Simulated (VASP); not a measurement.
**Hf₂NiS₄ (space group C2/m): computed properties**

Level of theory: PBEsol GGA, VASP's PBE PAW potentials (set 64) (plane waves; VASP).

| Item | Value |
|---|---|
| space group | C2/m (12) |
| cell | a = 12.836 Å, b = 3.492 Å, c = 6.043 Å, α = 90.00°, β = 117.70°, γ = 90.00° |
| volume per atom | 17.13 Å^3/atom |
| band gap (over mesh and band path) | none (metal, semimetal or under 0.01 eV) |
| density | 7.53 g/cm³ |

```yaml
crystal:
  lattice:
    - [6.41807, -1.74595, -0.03136]
    - [6.41807, 1.74595, -0.03136]
    - [-2.78262, 0.00000, 5.36371]
  atoms:
    - { symbol: Hf, position: [0.25702, 0.25702, 0.25498] }
    - { symbol: Hf, position: [0.74298, 0.74298, 0.74502] }
    - { symbol: Ni, position: [0.00000, 0.00000, 0.00000] }
    - { symbol: S, position: [0.88601, 0.88601, 0.20931] }
    - { symbol: S, position: [0.11399, 0.11399, 0.79069] }
    - { symbol: S, position: [0.38328, 0.38328, 0.72081] }
    - { symbol: S, position: [0.61672, 0.61672, 0.27919] }
```

Unless said otherwise, spin-orbit coupling is left out, though it shifts the bands of the heavy elements here.

The structure comes from a computed database's Hf2NiS4 entry (C2/m); how it stands against other phases isn't given here. It was relaxed first. Symmetry was kept, so distortions that lower it aren't found. The run is not spin-polarised, so no magnetic state was tried.
